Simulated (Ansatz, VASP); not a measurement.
# Cross-check of SiC (Moissanite) between VASP and Ansatz, part 2 of 2

One calculation is typed for both programs; each brings its own data sets. How far apart do they land? Of the first pair: The two relaxations start from unlike cells of this crystal (the structure described is Ansatz's start), so only their ends are compared.

VASP 6.6.1 and Ansatz 0.2.0.

So far: Starting point; Ansatz: relaxation of cell and atoms, PBE; VASP: relaxation of cell and atoms, PBE; Side by side.

## (5) Ansatz: zone-centre phonons, r2SCAN

Level of this step: Ansatz beside VASP: Kohn-Sham DFT, plane waves, r2SCAN (Ansatz).

Second derivatives magnify differences that forces hide, and they need a tight electronic threshold.

The cell is taken from a series of runs on this material, whose earlier steps may have relaxed, scaled, displaced or heated it; both programs get it as it stands.

input.yaml

```yaml
crystal:
  lattice:
    - [3.0755578323, 0.0, 0.0]
    - [-1.5377789161, 2.6635112136, 0.0]
    - [0.0, 0.0, 5.0484914179]
  atoms:
    - { symbol: Si, position: [0.3333333333, 0.6666666667, 0.0045995606] }
    - { symbol: Si, position: [0.6666666667, 0.3333333333, 0.5045995606] }
    - { symbol: C, position: [0.3333333333, 0.6666666667, 0.3804004394] }
    - { symbol: C, position: [0.6666666667, 0.3333333333, 0.8804004394] }
kpoints:
  mp_grid: { grid: [9, 9, 6] }
hamiltonian:
  xc: r2scan
  pseudopotentials: { kind: paw, azcp: { folder: soft_1 } }
scf:
  occupations: { method: fixed }
output:
  eigenvalues: true
phonons:
  method: dfpt
  dielectric: true
  rigid_motions: translations
```

Run with:

```console
ansatz run input.yaml --threads 8 --pin off --max-ram 16384MiB --backend cpu --events-out ev --progress --plain --runs-dir out
```

Numbers of over 12 decimals in the logs are rounded to 6 here.

Log:

```text
[...]
Crystal: 4 atoms, lattice volume = 41.356 Å³
Basis set: ecut = 500 eV, 1099 PW (Γ), exchange–correlation on 120×120×200 points (125 copies of the dense FFT grid, shifted against one another)
Bands: 12, of which v1, the nominal top of the filled ones, is band 8 counted from 1 (7 counted from 0)
Symmetry: 12 space group operations
k-points: 140 of 486 (irreducible under 2 space group operations, time reversal used)
[...]
optical modes at Γ + LO–TO along q̂ = [1.0000, 0.0000, 0.0000]:
      ω (cm⁻¹)  modes    IR ((D/Å)²/amu)
[...]
optical modes at Γ + LO–TO along q̂ = [0.0000, 1.0000, 0.0000]:
      ω (cm⁻¹)  modes    IR ((D/Å)²/amu)
[...]
optical modes at Γ + LO–TO along q̂ = [0.0000, 0.0000, 1.0000]:
      ω (cm⁻¹)  modes    IR ((D/Å)²/amu)
[...]
764.49      2             0.0000
        802.34      2            78.9754
        846.29      1             0.0000
        969.84      1            45.3128
[key lines of the parts left out:]
SCF converged after 9 iterations
Free energy (F): -1782.644118 eV
Fermi energy:    9.525640 eV
```

## (6) VASP: zone-centre phonons, r2SCAN

The same cell, functional and mesh now go to VASP, with its own data sets.

INCAR

```
SYSTEM = SiC
PREC = Accurate
ENCUT = 660
EDIFF = 1E-08
NELM = 120
ISMEAR = 0
SIGMA = 0.01
LREAL = .FALSE.
ALGO = Normal
METAGGA = R2SCAN
LASPH = .TRUE.
NBANDS = 14
LORBIT = 11
LWAVE = .FALSE.
LCHARG = .FALSE.
ISIF = 2
IBRION = 6
NFREE = 2
POTIM = 0.015
NSW = 1
GGA_COMPAT = .FALSE.
EFERMI = MIDGAP
LMIXTAU = .TRUE.
KPAR = 2
```

POSCAR

```
SiC
1.0
    3.0755578323      0.0000000000      0.0000000000
   -1.5377789161      2.6635112136      0.0000000000
    0.0000000000      0.0000000000      5.0484914179
Si C
2 2
Direct
    0.3333333334      0.6666666668      0.0045995606
    0.6666666668      0.3333333334      0.5045995606
    0.3333333334      0.6666666668      0.3804004394
    0.6666666668      0.3333333334      0.8804004394
```

KPOINTS

```
Automatic mesh
0
Gamma
9 9 6
0 0 0
```

The projector-augmented-wave data sets are Si and C (PBE family, release 64).

Run with:

```console
mpirun -np 2 vasp_std
```

Log:

```text
[banner, memory and clock lines left out]
running    2 mpi-ranks, on    1 nodes
[...]
|                                                                             |
|               ----> ADVICE to this user running VASP <----                  |
|                                                                             |
|     You enforced a specific xc type in the INCAR file but a different       |
|     [... a line on the potential file left out ...]
|     I HOPE YOU KNOW WHAT YOU ARE DOING!                                     |
|                                                                             |

 LDA part: xc-table for (None), standard interpolation
 POSCAR, INCAR and KPOINTS ok, starting setup
[...]
entering main loop
       N       E                     dE             d eps       ncg     rms          rms(c)
DAV:   1     0.276863020676E+02    0.27686E+02   -0.86708E+03  1344   0.128E+03
DAV:   2    -0.413606148731E+02   -0.69047E+02   -0.62949E+02  1844   0.193E+02
DAV:   3    -0.446228560080E+02   -0.32622E+01   -0.32431E+01  1902   0.388E+01
DAV:   4    -0.446533460971E+02   -0.30490E-01   -0.30483E-01  1500   0.450E+00
[...]
DAV:  21    -0.386466218344E+02    0.10652E-06   -0.55539E-09   840   0.947E-04    0.167E-04
DAV:  22    -0.386466218503E+02   -0.15885E-07   -0.23495E-09   732   0.603E-04    0.716E-05
DAV:  23    -0.386466218424E+02    0.78376E-08   -0.41902E-10   744   0.181E-04
   1 F= -.38646622E+02 E0= -.38646622E+02  d E =0.000000E+00
[... from here on, the cycles between the ionic steps are left out ...]
   2 F= -.38644316E+02 E0= -.38644316E+02  d E =0.000000E+00
   3 F= -.38644316E+02 E0= -.38644316E+02  d E =0.000000E+00
   4 F= -.38643404E+02 E0= -.38643404E+02  d E =0.000000E+00
   5 F= -.38643527E+02 E0= -.38643527E+02  d E =0.000000E+00
   6 F= -.38644384E+02 E0= -.38644384E+02  d E =0.000000E+00
   7 F= -.38644384E+02 E0= -.38644384E+02  d E =0.000000E+00
   8 F= -.38643864E+02 E0= -.38643864E+02  d E =0.000000E+00
   9 F= -.38643751E+02 E0= -.38643751E+02  d E =0.000000E+00
 Finite differences progress:
  Degree of freedom:   4/  4
  Displacement:        2/  2
  Total:               8/  8
```

Parts of OUTCAR (step 6):

```text
  Total       -0.1857598     -0.1857598      0.0285030     -0.0000000     -0.0000000     -0.0000000
  in kB       -7.1965164     -7.1965164      1.1042348     -0.0000000     -0.0000000     -0.0000000
  external PRESSURE =      -4.4295993 kB  Pullay stress =       0.0000000 kB

 POSITION                                       TOTAL-FORCE (eV/Angst)
 -----------------------------------------------------------------------------------
      0.00000      1.77567      0.02322         0.000000      0.000000     -0.137680
      1.53778      0.88784      2.54747         0.000000      0.000000     -0.149410
      0.00000      1.77567      1.90545         0.000000     -0.000000      0.384866
      1.53778      0.88784      4.44469        -0.000000      0.000000     -0.097776
 -----------------------------------------------------------------------------------
    total drift:                               -0.000000     -0.000000     -0.000253

  FREE ENERGIE OF THE ION-ELECTRON SYSTEM (eV)
  ---------------------------------------------------
  free  energy   TOTEN  =       -38.6437508671 eV

  energy  without entropy=      -38.6437508671  energy(sigma->0) =      -38.64375087

[... 1 part as in an earlier step ...]

[... 2 further parts left out ...]
[key lines of the parts left out:]
E-fermi :   9.4656
```

The last energy, forces, stress and levels in OUTCAR belong to the last displaced cell, not to the cell of POSCAR.

Levels, forces or a CONTCAR printed for this step are those of its last displaced cell, not of the structure at rest.

## (7) Differences

What differs besides the data sets and the points named for the pairs above, as far as they apply: VASP keeps PBE cores, Ansatz makes them for the functional; the cutoff is 500 eV in Ansatz and 660 eV in VASP; VASP uses finite displacements, Ansatz perturbation theory. Total energies have different zeros and are not compared.

Both answers:

```csv
quantity,Ansatz,VASP,difference
optical mode 1 to 2 (cm⁻¹),270.6,271.4,-0.32 %
optical mode 3 (cm⁻¹),604.9,603.5,+0.24 %
optical mode 4 to 5 (cm⁻¹),764.5,763.5,+0.13 %
optical mode 6 (cm⁻¹),773.0,772.1,+0.12 %
optical mode 7 to 8 (cm⁻¹),802.3,801.2,+0.14 %
optical mode 9 (cm⁻¹),846.3,846.6,-0.03 %
```

Modes are paired by rising frequency, not by their patterns, so a pair may set unlike modes beside each other; they are those without the splitting of longitudinal modes.

## (8) Summary of results

* difference in volume (relaxation of cell and atoms, PBE): 0.12 %
* r.m.s. difference of the optical zone-centre modes, each program's sorted by frequency (zone-centre phonons, r2SCAN): 1.0 cm⁻¹

The difference in volume is 0.12 % (relaxation of cell and atoms, PBE), within the 1.2 % picked in this series as the mark of a large difference, as far as the stopping tolerances let one tell. 1 further run of this series is not shown here. Such differences can come from data sets, numerical settings and the points named under the comparisons, not from the functional's error against experiment.

[Lines on the potential files, build, host, timing and source positions are cut from VASP's logs without a mark.]

[Logs are printed without paths, hosts, clocks, repeated set-up lines and the standing remarks that a program may print on its own settings, such as how far it seeks lower states.]

[Hosts, paths, dates, database ids (printed as entryN), source tags and the programs' standing remarks are cut or masked in the printed files.]
